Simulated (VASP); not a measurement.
Data:

```xyz
4
Lattice="0.0000 3.2437 3.2437 3.2437 0.0000 3.2437 3.2437 3.2437 0.0000" Properties=species:S:1:pos:R:3 pbc="T T T"
Si     0.0000     0.0000     0.0000
Os     3.2437     3.2437     3.2437
Os     1.6219     1.6219     1.6219
Os     4.8656     4.8656     4.8656
```

Computed with PBE GGA, VASP's PBE PAW potentials (set 64) (plane waves; VASP 6.6.1). Run with 400 eV cut-off, 6×6×6 Γ-centred mesh, first-order Methfessel-Paxton smearing of 0.10 eV, potentials Si Os.

Unless said otherwise, spin-orbit coupling is left out, though it shifts the bands of the heavy elements here.

Question: Predict the energy per atom (σ→0), pressure, band gap (on the k-mesh) with the smallest direct gap where there is one.

Answer: 
```yaml
band gap (on the k-mesh): none (metal, semimetal or under 0.01 eV)
energy per atom (σ→0): -8940 meV/atom
pressure: -35.86 GPa
```

Total energies compare only between runs with the same potentials, cut-off and functional.

The structure was generated: SiOs3 was put into the D03 type (Fm-3m), which need not be its known phase. The cell was not relaxed at this level.
